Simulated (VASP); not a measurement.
```
CELL_PARAMETERS angstrom
      3.53618     0.00000     0.00000
      0.00000     3.53618     0.00000
      0.00000     0.00000     3.53618
ATOMIC_POSITIONS crystal
  Sc 0.00000 0.00000 0.00000
  Te 0.50000 0.50000 0.50000
```

Level of theory: LDA (Ceperley-Alder, Perdew-Zunger), VASP's LDA PAW potentials (set 64) (plane waves; VASP). Run with 400 eV cut-off, Gaussian smearing of 0.050 eV, potentials Sc_sv Te.

Unless said otherwise, spin-orbit coupling is left out, though it shifts the bands of the heavy elements here.

Task: Predict the band gap (along the path) with the smallest direct gap where there is one.

Result: 
The band gap (along the path) is none (metal, semimetal or under 0.01 eV).

The absolute energy has meaning only against runs of the same code, potentials and settings.

The structure was generated: ScTe was put into the CsCl type type (Pm-3m), which need not be its known phase. It was relaxed first, which changed the volume by -31 %. The electron count is odd and the run is not spin-polarised, which forces a metal.
